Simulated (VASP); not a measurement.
Here is the system:

```xyz
2
Lattice="0.0000 2.3984 2.3984 2.3984 0.0000 2.3984 2.3984 2.3984 0.0000" Properties=species:S:1:pos:R:3 pbc="T T T"
Be     0.0000     0.0000     0.0000
S      1.1992     1.1992     1.1992
```

Method: LDA (Ceperley-Alder, Perdew-Zunger), VASP's LDA PAW potentials (set 64) (plane waves; VASP). Numerical set-up: 500 eV cut-off, 10×10×10 Γ-centred mesh, Gaussian smearing of 0.050 eV, potentials Be S.

Task: Predict the energy per atom (σ→0), band gap (on the k-mesh) with the smallest direct gap where there is one.

Result: 
```
Item                                         Result
-----------------------------------  --------------
band gap (on the k-mesh)                    2.83 eV
smallest direct gap (on the k-mesh)         5.53 eV
energy per atom (σ→0)                -5.571 eV/atom
```

Total energies compare only between runs with the same potentials, cut-off and functional.

The compound is BeS in the zinc blende structure. It was relaxed first.
